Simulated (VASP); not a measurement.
Method: LDA (Ceperley-Alder, Perdew-Zunger), VASP's LDA PAW potentials (set 64) (plane waves; VASP 6.6.1).

Input for VASP

File POSCAR:
```
CdS
1
    0.0000000000     2.8805904508     2.8805904508
    2.8805904508     0.0000000000     2.8805904508
    2.8805904508     2.8805904508     0.0000000000
Cd S
1 1
Direct
  0.0000000000   0.0000000000   0.0000000000
  0.2500000000   0.2500000000   0.2500000000
```

File KPOINTS:
```
Automatic mesh
0
Gamma
7 7 7
0 0 0
```

**INCAR**
```
! general
SYSTEM   =  CdS
PREC     =  Accurate
ENCUT    =  400
LREAL    =  .False.
LASPH    =  .True.

! electronic loop
EDIFF    =  1E-6
NELM     =  100
ALGO     =  Normal
LMAXMIX  =  4

! smearing
ISMEAR   =  0
SIGMA    =  0.05

! ions
IBRION   =  2
NSW      =  60
ISIF     =  3
EDIFFG   =  -0.01

! output
LWAVE    =  .False.
LCHARG   =  .False.
```

POTCAR, in this order: Cd S (LDA.64 set). Program: vasp_std.

Q: What will the output report for the number of irreducible k-points (NKPTS), number of bands (NBANDS), largest plane-wave count, number of space-group operations, FFT grid (NGX, NGY, NGZ)?

A: 
```json
{
 "number of irreducible k-points (NKPTS)": "20",
 "number of bands (NBANDS)": "13",
 "largest_plane_wave_count": "893",
 "number_of_space_group_operations": "24",
 "FFT grid (NGX, NGY, NGZ)": "28 × 28 × 28"
}
```

The compound is CdS in the zinc blende structure, a metastable form; wurtzite is the usual one. It was relaxed first. The start is the result of an earlier pass.
